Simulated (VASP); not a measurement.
Co2PdO4 in VASP: convergence with k mesh

Input of the first run (k mesh 3 × 3 × 1); the others differ in this setting and in those tied to it:

The input INCAR:

```
SYSTEM = Co2PdO4
PREC = Accurate
ENCUT = 500
EDIFF = 1E-7
ISMEAR = 0
SIGMA = 0.02
LREAL = .False.
LASPH = .True.
NELM = 100
ALGO = Normal
ISIF = 2
LWAVE = .False.
LCHARG = .False.
ISPIN = 2
MAGMOM = 0 0 0 0 2 2 0
LORBIT = 11
LMAXMIX = 4
GGA = CA
NBANDS = 39
```

KPOINTS

```
Automatic mesh
0
Gamma
  3 3 1
  0 0 0
```

Contents of POSCAR:

```
Co2PdO4
1.0
    2.8449990154      0.0000000000      0.0000000000
   -1.4224995077      2.4638414211      0.0000000000
    0.0000000000      0.0000000000     22.9095160000
O Co Pd
4 2 1
Direct
    0.0000000000      0.0000000000      0.3273748778
    0.6666666667      0.3333333333      0.4124712194
    0.6666666667      0.3333333333      0.5875287806
    0.3333333333      0.6666666667      0.6726251222
    0.3333333333      0.6666666667      0.3699230486
    0.0000000000      0.0000000000      0.6300769514
    0.6666666667      0.3333333333      0.5000000000
```

Potentials or basis: VASP PAW LDA potentials, release 64 (O, Co, Pd).

Run with:

```console
$ cat potpaw_LDA.64/O/POTCAR potpaw_LDA.64/Co/POTCAR potpaw_LDA.64/Pd/POTCAR > POTCAR
$ mpirun -np 1 vasp_std > vasp.out
```

Hardware: 1 thread of AMD EPYC 9R45 (Zen 5), with other jobs on the host.

| k mesh | energy less the tightest run, at zero smearing (meV/atom) | largest force (eV/Å) | largest site moment (μB) | SCF cycles | CPU time (s) | peak memory (GiB) |
| --- | --- | --- | --- | --- | --- | --- |
| 3 × 3 × 1 | 81.38 | 1.931 | 0.51 | 50 | 120 | 0.24 |
| 4 × 4 × 1 | -20.80 | 2.032 | 0.36 | 30 | 96 | 0.24 |
| 5 × 5 × 1 | 21.44 | 2.101 | 0.36 | 46 | 170 | 0.26 |
| 6 × 6 × 1 | -1.73 | 2.105 | 0.41 | 35 | 150 | 0.26 |
| 8 × 8 × 1 | 5.23 | 2.066 | 0.40 | 37 | 230 | 0.29 |
| 10 × 10 × 1 | 2.07 | 2.068 | 0.36 | 37 | 310 | 0.31 |
| 12 × 12 × 1 | -1.82 | 2.070 | 0.35 | 36 | 480 | 0.35 |
| 15 × 15 × 1 | -0.17 | 2.068 | 0.36 | 37 | 590 | 0.39 |
| 18 × 18 × 1 | 0.00 | 2.077 | 0.38 | 37 | 810 | 0.46 |

Against the tightest run, the energy stays within 1 meV/atom from 15 × 15 × 1 on; the largest site moment stays within 0.02 μB from 15 × 15 × 1 on. Not settled before the last step: the largest force (to 0.005 eV/Å). Meshes of other sizes hit other points, so gaps and Fermi surfaces needn't settle smoothly. The tightest run that finished is the yardstick and may itself not be fully converged.

Caveat, for the tightest run too: semilocal functionals often make such compounds metallic where correlation or magnetic order opens a gap, which also shifts bond lengths.
